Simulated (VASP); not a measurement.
Given:

```
CELL_PARAMETERS angstrom
      0.00000     2.14598     2.14598
      2.14598     0.00000     2.14598
      2.14598     2.14598     0.00000
ATOMIC_POSITIONS crystal
  Ti 0.00000 0.00000 0.00000
  C  0.50000 0.50000 0.50000
```

Method: PW91 GGA, VASP's PBE PAW potentials (set 64) (plane waves; VASP 6.6.1). Numerical set-up: 520 eV cut-off, 14×14×14 Γ-centred mesh, first-order Methfessel-Paxton smearing of 0.10 eV, potentials Ti_sv C.

Problem. The job: TiC (rock salt), 2 atoms, PW91, static run, 520 eV, 14×14×14 Γ-centred mesh. Roughly how much core time does it take on a busy server core?

Solution. About 30 core-seconds (one run on a shared machine, a rough figure). It had 104 irreducible k-points, 12 bands, up to 544 plane waves and 15 electronic steps.

The compound is TiC in the rock salt structure. This cell is one point of a volume scan, at 0.97 of the reference volume.
